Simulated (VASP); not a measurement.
Input:

```
TlY
1.0
    3.73535     0.00000     0.00000
    0.00000     3.73535     0.00000
    0.00000     0.00000     3.73535
Y Tl
1 1
Direct
  0.50000   0.50000   0.50000
  0.00000   0.00000   0.00000
```

These are PBEsol GGA, VASP's PBE PAW potentials (set 64) (plane waves; VASP 6.6.1) values and carry that method's errors. Settings: 400 eV cut-off, 11×11×11 Γ-centred mesh, tetrahedra with Blöchl corrections, potentials Y_sv Tl_d.

Unless said otherwise, spin-orbit coupling is left out, though it shifts the bands of the heavy elements here.

Task: Predict the energy per atom (σ→0), band gap (on the k-mesh) with the smallest direct gap where there is one.

Result: 
```
Property                                                     Value
------------------------  ----------------------------------------
band gap (on the k-mesh)  none (metal, semimetal or under 0.01 eV)
energy per atom (σ→0)                           -500.3 kJ/mol-atom
```

Total energies compare only between runs with the same potentials, cut-off and functional.

The structure comes from a measured YTl entry (Pm-3m) of the Crystallography Open Database, whose conditions weren't checked. It was relaxed first.
